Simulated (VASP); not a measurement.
Given:

```
CELL_PARAMETERS angstrom
      4.07447     0.00000     0.00000
      0.00000     4.07447     0.00000
      0.00000     0.00000     2.86208
ATOMIC_POSITIONS crystal
  Al 0.50000 0.00000 0.50000
  Al 0.00000 0.50000 0.50000
  Cu 0.00000 0.00000 0.00000
```

Method: r2SCAN meta-GGA, VASP's PBE PAW potentials (set 64) (plane waves; VASP). Settings: 400 eV cut-off, 9×9×12 Γ-centred mesh, tetrahedra with Blöchl corrections, potentials Al Cu.

Question: Estimate the energy per atom (σ→0), band gap (over mesh and band path) with the smallest direct gap where there is one.

Answer: 
```json
{
 "band gap (over mesh and band path)": "none (metal, semimetal or under 0.01 eV)",
 "energy per atom (σ→0)": "-8138 meV/atom"
}
```

The absolute energy has meaning only against runs of the same code, potentials and settings.

The structure comes from a computed database's Al2Cu entry (P4/mmm); how it stands against other phases isn't given here. It was relaxed first. The electron count is odd and the run is not spin-polarised, which forces a metal.
